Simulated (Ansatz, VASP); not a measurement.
**Cu (Cu(110)) in two plane-wave programs**

Aim: how closely do two programs agree when they are given the same cell, functional and k mesh? Of the first pair: The structure shown is the start of the Ansatz relaxation below; VASP solves that cell, so the two are compared at the walk's first step.

Calculated with Ansatz 0.2.0; plane waves, with VASP 6.6.1 beside it; single point at PBE.

**1. The starting structure**

The cell holds 11 atoms: 11 Cu. Its edges and angles: a = 2.553 Å, b = 3.610 Å, c = 28.763 Å, α = 90.0°, β = 90.0°, γ = 90.0°. Vacuum lies along c.

As a file:

```cif
data_structure
_symmetry_space_group_name_H-M 'P 1'
_symmetry_Int_Tables_number 1
_cell_length_a 2.5527
_cell_length_b 3.6100
_cell_length_c 28.7633
_cell_angle_alpha 90.000
_cell_angle_beta 90.000
_cell_angle_gamma 90.000
_cell_volume 265.06
loop_
_atom_site_label
_atom_site_type_symbol
_atom_site_fract_x
_atom_site_fract_y
_atom_site_fract_z
_atom_site_occupancy
Cu1 Cu 0.50000 0.50000 0.27813 1
Cu2 Cu 0.00000 0.00000 0.32251 1
Cu3 Cu 0.50000 0.50000 0.36688 1
Cu4 Cu 0.00000 0.00000 0.41125 1
Cu5 Cu 0.50000 0.50000 0.45563 1
Cu6 Cu 0.00000 0.00000 0.50000 1
Cu7 Cu 0.50000 0.50000 0.54437 1
Cu8 Cu 0.00000 0.00000 0.58875 1
Cu9 Cu 0.50000 0.50000 0.63312 1
Cu10 Cu 0.00000 0.00000 0.67749 1
Cu11 Cu 0.50000 0.50000 0.72187 1
```

**2. Ansatz: relaxation, PBE**

Ansatz runs on its default PAW (the set named soft_2) files.

The two programs are compared at the cell with which this relaxation starts, whose forces are those of its first step.

File input.yaml:

```yaml
crystal:
  lattice:
    - [2.5526554801, 0.0, 0.0]
    - [0.0, 3.61, 0.0]
    - [0.0, 0.0, 28.7632774004]
  atoms:
    - { symbol: Cu, position: [0.5, 0.5, 0.2781324217] }
    - { symbol: Cu, position: [0.0, 0.0, 0.3225059374] }
    - { symbol: Cu, position: [0.5, 0.5, 0.366879453] }
    - { symbol: Cu, position: [0.0, 0.0, 0.4112529687] }
    - { symbol: Cu, position: [0.5, 0.5, 0.4556264843] }
    - { symbol: Cu, position: [0.0, 0.0, 0.5] }
    - { symbol: Cu, position: [0.5, 0.5, 0.5443735157] }
    - { symbol: Cu, position: [0.0, 0.0, 0.5887470313] }
    - { symbol: Cu, position: [0.5, 0.5, 0.633120547] }
    - { symbol: Cu, position: [0.0, 0.0, 0.6774940626] }
    - { symbol: Cu, position: [0.5, 0.5, 0.7218675783] }
hamiltonian:
  xc: pbe
kpoints:
  mp_grid: { grid: [14, 10, 1] }
scf:
  occupations: { method: methfessel_paxton, width: 0.1 }
  convergence: { dr2_threshold: 1.0e-09 }
efield:
  axis: 3
  dipole_correction: true
relax:
  f_tol: 0.01
  max_steps: 40
  constraints: [{ sites: [5] }]
output:
  write_potential: true
  write_density: true
  volumetric_format: npy
  elf: true
```

Run with:

```
$ ansatz run input.yaml --threads 2 --pin off --max-ram 4096MiB --backend cpu --events-out ev --progress --plain --runs-dir out
```

Numbers of over 12 decimals in the logs are rounded to 6 here.

Output:

```text
Engine: ansatz 0.2.0, x86_64-unknown-linux-gnu
Pseudopotentials: kind: paw
Pseudopotential: Cu, paw, valence charge 19, recommended cutoff 420 eV (normal), Cu.paw.azcp
Functional definition: PBE
  parameter kappa = 0.804
  parameter beta = 0.066725
  exchange = pbe_x(kappa = kappa, mu = beta*pi^2/3)
  correlation = pbe_c(beta = beta)
Crystal: 11 atoms, lattice volume = 265.056 Å³
Basis set: ecut = 420 eV, 5213 PW (Γ), exchange–correlation on 36×50×400 points (8 copies of the dense FFT grid, shifted against one another)
Bands: 126, of which v1, the nominal top of the filled ones, is band 105 counted from 1 (104 counted from 0)
Symmetry: 4 space group operations
k-points: 48 of 140
Non-local potential: Cu, projectors of the file, l = 0: 3, l = 1: 2, l = 2: 3, l = 3: 1
PAW form: soft (Blöchl's): semilocal exchange-correlation on the pseudo side does not see the compensation charge
PAW one-centre angular grid: Cu, 590 points (default); XC on 64 Gauss nodes
Initial density: superposition of atomic densities (neutral atoms: chi_scale 0, normalization atom), corrected by the library's trained network
Initial wavefunctions: pseudopotential atomic-orbital guess
Functional: x = pbe(κ = 0.804, μ = 0.219515), c = pbe(β = 0.066725)
SCF iter   1: F=—  HF=-72875.059287 eV  |F-HF|=—  |Δ(HF+E_count)|=         —  Δρ=2.89e-3  dr2=2.59e-1  ethr=1.77e-3  p=0.000 e·Å  D=1.19e-13 V/Å  ΔV_dip=-0.00 eV  dr2_dipole=8.96e-8  V_vac-E_F(+/−)=4.16/4.16 eV  ⟨swp⟩=6.5  Hψ=23793  notcnv=0  defer=227
efield: sawtooth ramp at fractional position 0.9500 (placed from the atoms, in the widest stretch of the axis that holds none; the zero of the levels goes with the place), width 0.1000; the density the first Hamiltonian is built on has a dipole p = 0.000 e·Å; the dipole correction subtracts the counter field D = 1.19e-13 V/Å, which shifts the + side's vacuum level by -0.00 eV against the − side's; the planar-averaged density in the ramp window peaks in size at 9.2e-6 e/Å³
preconditioner: auto → LDOS  [metal: Δε(μ)=0.005 eV  Ē_g=8.698 eV  σ=0.100 eV  W_gap=0.04  n_scr=76 (ndim 8)  ℏωp=25.1 eV  f_vac=0.479  D(μ)=3.63/eV (n_scr^D=14)  β→1.0]
SCF iter   2: F=—  HF=-72875.058527 eV  |F-HF|=—  |Δ(HF+E_count)|=   7.60e-4  S|Δr|=    0.00e0  Δρ=3.52e-3  dr2=2.79e-2  ethr=1.24e-4  p=-0.000 e·Å  D=-8.30e-6 V/Å  ΔV_dip=0.00 eV  dr2_dipole=4.35e-8  V_vac-E_F(+/−)=4.33/4.33 eV  ⟨swp⟩=1.9  Hψ=7736  notcnv=0  defer=490
SCF iter   3: F=—  HF=-72875.056463 eV  |F-HF|=—  |Δ(HF+E_count)|=   2.06e-3  S|Δr|=    0.00e0  Δρ=1.46e-3  dr2=3.19e-3  ethr=1.33e-5  p=-0.000 e·Å  D=-1.88e-6 V/Å  ΔV_dip=0.00 eV  dr2_dipole=1.14e-8  V_vac-E_F(+/−)=4.29/4.29 eV  ⟨swp⟩=2.0  Hψ=8267  notcnv=0  defer=490
SCF iter   4: F=—  HF=-72875.056093 eV  |F-HF|=—  |Δ(HF+E_count)|=   3.70e-4  S|Δr|=    0.00e0  Δρ=5.89e-4  dr2=8.86e-4  ethr=1.53e-6  p=-0.000 e·Å  D=-1.99e-6 V/Å  ΔV_dip=0.00 eV  dr2_dipole=6.16e-9  V_vac-E_F(+/−)=4.29/4.29 eV  ⟨swp⟩=3.0  Hψ=10532  notcnv=0  defer=490
SCF iter   5: F=—  HF=-72875.056038 eV  |F-HF|=—  |Δ(HF+E_count)|=   5.50e-5  S|Δr|=    0.00e0  Δρ=1.93e-4  dr2=7.23e-5  ethr=4.24e-7  p=-0.000 e·Å  D=-1.15e-6 V/Å  ΔV_dip=0.00 eV  dr2_dipole=1.59e-9  V_vac-E_F(+/−)=4.29/4.29 eV  ⟨swp⟩=2.2  Hψ=8069  notcnv=0  defer=490
SCF iter   6: F=—  HF=-72875.056073 eV  |F-HF|=—  |Δ(HF+E_count)|=   3.49e-5  S|Δr|=    0.00e0  Δρ=4.74e-5  dr2=3.58e-6  ethr=3.46e-8  p=-0.000 e·Å  D=-5.22e-7 V/Å  ΔV_dip=0.00 eV  dr2_dipole=5.93e-10  V_vac-E_F(+/−)=4.29/4.29 eV  ⟨swp⟩=2.3  Hψ=8335  notcnv=0  defer=490
SCF iter   7: F=—  HF=-72875.055712 eV  |F-HF|=—  |Δ(HF+E_count)|=   3.61e-4  S|Δr|=    0.00e0  Δρ=3.38e-5  dr2=1.79e-6  ethr=1.71e-9  p=-0.000 e·Å  D=-3.54e-7 V/Å  ΔV_dip=0.00 eV  dr2_dipole=1.25e-10  V_vac-E_F(+/−)=4.29/4.29 eV  ⟨swp⟩=2.9  Hψ=10908  notcnv=0  defer=471
SCF iter   8: F=—  HF=-72875.055714 eV  |F-HF|=—  |Δ(HF+E_count)|=   2.33e-6  S|Δr|=    0.00e0  Δρ=8.50e-6  dr2=1.44e-7  ethr=8.56e-10  p=-0.000 e·Å  D=-2.11e-7 V/Å  ΔV_dip=0.00 eV  dr2_dipole=6.27e-11  V_vac-E_F(+/−)=4.29/4.29 eV  ⟨swp⟩=2.0  Hψ=8133  notcnv=0  defer=471
SCF iter   9: F=—  HF=-72875.055715 eV  |F-HF|=—  |Δ(HF+E_count)|=   1.39e-6  S|Δr|=    0.00e0  Δρ=7.94e-6  dr2=1.05e-7  ethr=6.88e-11  p=-0.000 e·Å  D=-3.03e-8 V/Å  ΔV_dip=0.00 eV  dr2_dipole=5.65e-12  V_vac-E_F(+/−)=4.29/4.29 eV  ⟨swp⟩=2.8  Hψ=9837  notcnv=0  defer=471
SCF iter  10: F=—  HF=-72875.055715 eV  |F-HF|=—  |Δ(HF+E_count)|=   2.85e-8  S|Δr|=    0.00e0  Δρ=2.07e-6  dr2=1.41e-8  ethr=5.02e-11  p=-0.000 e·Å  D=-4.39e-8 V/Å  ΔV_dip=0.00 eV  dr2_dipole=3.87e-12  V_vac-E_F(+/−)=4.29/4.29 eV  ⟨swp⟩=2.0  Hψ=8113  notcnv=0  defer=471
SCF iter  11: F=—  HF=-72875.055715 eV  |F-HF|=—  |Δ(HF+E_count)|=   4.74e-9  S|Δr|=    0.00e0  Δρ=9.45e-7  dr2=3.04e-9  ethr=6.73e-12  p=-0.000 e·Å  D=-9.94e-9 V/Å  ΔV_dip=0.00 eV  dr2_dipole=1.65e-13  V_vac-E_F(+/−)=4.29/4.29 eV  ⟨swp⟩=2.2  Hψ=8360  notcnv=0  defer=471
[...]
SCF converged after 12 iterations
Stability not checked: this state was not tested for a lower state beside it, because cold or Methfessel-Paxton smearing, or corrected tetrahedra, fill the levels in a way that the test cannot read (fill_not_monotonic; see scf.lower_state_search)
Free energy (F): -72875.098179 eV
Harris-Foulkes:  -72875.098179 eV  (|F-HF|=1.90e-8)
Internal energy: -72875.097085 eV  (E = F + TS)
E sigma→0 (E₀):  -72875.097905 eV
Entropy (-TS):   -0.001094 eV (-0.099 meV/atom)
Fermi energy:    6.058578 eV
Dipole field:    D = 0.000001 V/Å  (p = 0.000001 e·Å, saw-weighted, corrected)
Work function:   Φ+ = 4.3180 eV   Φ− = 4.3180 eV
Levels:          The Fermi level and band energies are counted from a zero that moves with the ramp; work functions are not
--- Per-component energies (eV) ---
  E_band       = -6175.231658
  E_kinetic    = 3297.651558
  E_local      = -582574.299387  (includes V_loc(G=0)·N_el)
  E_nonlocal   = 4298.040255
  E_hartree    = 287528.284647
  E_xc         = -981.008843
  E_vxc        = -1265.572206  (∫ρ·V_xc dr)
  E_paw        = -18301.010337  (= ΣΔE_a)
  E_vpaw       = -4987.617155  (= ΣTr[D̂ρ^β])
  E_aug_tail   = 0.003121  (compensation charges beyond the density's cutoff)
  E_efield     = 0.000000  (sawtooth field / dipole correction)
  E_vefield    = 0.000000  (∫n·V_field dr)
  E_ewald      = 233857.241901
  E_smearing   = -0.001094  (= −TS)
  E_closure    = 0.000000  (closes the sum)
  Σ components = -72875.098179   (vs F -72875.098179, Δ=0.00e0)
--- Forces (eV/Å), atoms counted from 1 ---
  atom   1  Cu     0.00000000    -0.00000000    -0.00622695
  atom   2  Cu     0.00000000    -0.00000000    -0.00092909
  atom   3  Cu    -0.00000000     0.00000000     0.00440861
  atom   4  Cu     0.00000000    -0.00000000    -0.00445512
  atom   5  Cu    -0.00000000     0.00000000     0.00179119
  atom   6  Cu     0.00000000     0.00000000    -0.00000025
  atom   7  Cu     0.00000000    -0.00000000    -0.00179151
  atom   8  Cu    -0.00000000    -0.00000000     0.00445522
  atom   9  Cu     0.00000000     0.00000000    -0.00440876
  atom  10  Cu    -0.00000000     0.00000000     0.00092915
  atom  11  Cu    -0.00000000    -0.00000000     0.00622742
  max |Σ_I F_I| component: 1.00e-7 eV/Å
--- Band table (eV; the first three rows and the last of 48) ---
  k-point 0: bands = [... 101 lower, 4.5811, 4.6609, 4.6640, 5.1610, 6.1247, 7.6007, 7.8946, 8.8456, ... 17 higher]
  k-point 1: bands = [... 101 lower, 4.5759, 4.6479, 4.6501, 5.1694, 6.1605, 7.1751, 7.6423, 8.0553, ... 17 higher]
  k-point 2: bands = [... 101 lower, 4.5534, 4.6246, 4.6250, 5.1967, 5.8476, 6.2659, 6.6559, 7.5927, ... 17 higher]
  k-point 47: bands = [... 101 lower, 6.5066, 6.6482, 7.7034, 7.8826, 9.0627, 9.2884, 9.8536, 9.8638, ... 17 higher]
--- Relaxed structure (3 steps of the walk, 3 accepted, 0 SCFs on fresh bases) ---
  F+E_penalty+E_count = -72875.09817874 eV   max|allowed force component| = 6.227e-3 eV/Å
  atoms:
    - { symbol: Cu, position: [0.5, 0.500000, 0.279345] }
    - { symbol: Cu, position: [1.6639240574353442e-18, 0, 0.319846] }
    - { symbol: Cu, position: [0.5, 0.500000, 0.366353] }
    - { symbol: Cu, position: [4.122085587143636e-19, 0, 0.410594] }
    - { symbol: Cu, position: [0.5, 0.500000, 0.455349] }
    - { symbol: Cu, position: [0.0, 0.0, 0.500000] }
    - { symbol: Cu, position: [0.5, 0.500000, 0.544651] }
    - { symbol: Cu, position: [-4.1220623503954403e-19, 0, 0.589406] }
    - { symbol: Cu, position: [0.5, 0.500000, 0.633647] }
    - { symbol: Cu, position: [-1.663919770662432e-18, 0, 0.680154] }
    - { symbol: Cu, position: [0.5, 0.500000, 0.720655] }
```

[end of part 1 of 2]

[Lines on the potential files, build, host, timing and source positions are cut from VASP's logs without a mark.]

[Logs are printed without paths, hosts, clocks, repeated set-up lines and the standing remarks that a program may print on its own settings, such as how far it seeks lower states.]

[Hosts, paths, dates, database ids (printed as entryN), source tags and the programs' standing remarks are cut or masked in the printed files.]
